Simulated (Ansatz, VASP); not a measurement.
One calculation of MoOs, two programs

```
Mo Os
1.0
     2.64267    0.00000    0.00000
    -1.32133    2.28862    0.00000
     0.00000    0.00000    4.39438
Mo Os
1 1
Direct
  0.66667 0.33333 0.50000
  0.33333 0.66667 0.00000
```

Change from the starting cell: strain -0.050 along x and y, -0.025 along z, atoms carried along.

Alike in both runs: task single point; functional LDA; k mesh 21 × 21 × 10; occupations gaussian, width 0.15 eV; no spin polarisation.

```csv
,VASP,Ansatz
version,VASP 6.6.1,Ansatz 0.2.0
potentials or method,"VASP PAW LDA potentials, release 64 (Mo_sv, Os)","scalar-relativistic, plane waves, PAW"
plane-wave cutoff (eV),520,420
valence electrons in the cell,22,30
```

|  | VASP | Ansatz | Ansatz less VASP |
| --- | --- | --- | --- |
| gap on the k mesh at the Fermi level (eV) | none | none | - |
| pressure (GPa) | 34.3 | 32.3 | -2.01 |
| largest component of the traceless stress (GPa) | 11.06 | 11.17 | +0.105 |

A gap of «none» marks a metal or a gap that the smearing closes. The two sets of potentials don't hold the same shells in valence.

Caveats: so large a pressure means that the cell lies far from this level's equilibrium, or that cutoff or potentials fall short (VASP). Spin-orbit coupling is left out, which matters for the levels of Os.
